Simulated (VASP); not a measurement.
VASP ran on this input.

INCAR:
```
# general
SYSTEM    =  CaF2
PREC      =  Accurate
ENCUT     =  520
LREAL     =  .FALSE.
LASPH     =  .TRUE.

# electronic loop
EDIFF     =  1E-7
NELM      =  100
ALGO      =  Normal

# smearing
ISMEAR    =  0
SIGMA     =  0.05

# functional
GGA       =  MK
LUSE_VDW  =  .TRUE.
AGGAC     =  0.0
PARAM1    =  0.1234
PARAM2    =  1.0

# ions
ISIF      =  2

# output
LWAVE     =  .FALSE.
LCHARG    =  .FALSE.
```

KPOINTS:
```
Automatic mesh
0
Gamma
7 7 7
0 0 0
```

### POSCAR
```
CaF2
1
    0.0000000000     2.7836813717     2.7836813717
    2.7836813717     0.0000000000     2.7836813717
    2.7836813717     2.7836813717     0.0000000000
Ca F
1 2
Direct
  1.0000000000   0.0000000000   0.0000000000
  0.2500000000   0.2500000000   0.2500000000
  0.7500000000   0.7500000000   0.7500000000
```

POTCAR, in this order: Ca_sv F (PBE.64 set). Program: vasp_std.

**Question.** Translate this optB86b-vdW calculation to Quantum ESPRESSO's pw.x.

**Answer.** One equivalent input (not run):
```
&CONTROL
  calculation = 'scf'
  pseudo_dir = './pseudo'
  outdir = './out'
  tprnfor = .true.
  tstress = .true.
/
&SYSTEM
  ibrav = 0
  nat = 3
  ntyp = 2
  ecutwfc = 84
  occupations = 'smearing'
  smearing = 'gaussian'
  degauss = 0.003675
  input_dft = 'vdw-df-ob86'
/
&ELECTRONS
  conv_thr = 7.3e-09
  electron_maxstep = 100
/
ATOMIC_SPECIES
  Ca 40.078 Ca.upf
  F 18.998 F.upf
CELL_PARAMETERS angstrom
     0.0000000    2.7836814    2.7836814
     2.7836814    0.0000000    2.7836814
     2.7836814    2.7836814    0.0000000
ATOMIC_POSITIONS crystal
  Ca   1.0000000  0.0000000  0.0000000
  F    0.2500000  0.2500000  0.2500000
  F    0.7500000  0.7500000  0.7500000
K_POINTS automatic
  7 7 7 0 0 0
```
The two are equivalent in intent, not identical: the potentials are each code's own (VASP's PAW set, PseudoDojo norm-conserving files in pw.x), so ENCUT and ecutwfc are chosen apart and not converted; conv_thr bounds pw.x's estimated SCF error, while EDIFF bounds the energy change between steps.

The compound is CaF2 in the fluorite structure. This cell is one point of a volume scan, at 1.06 of the reference volume.
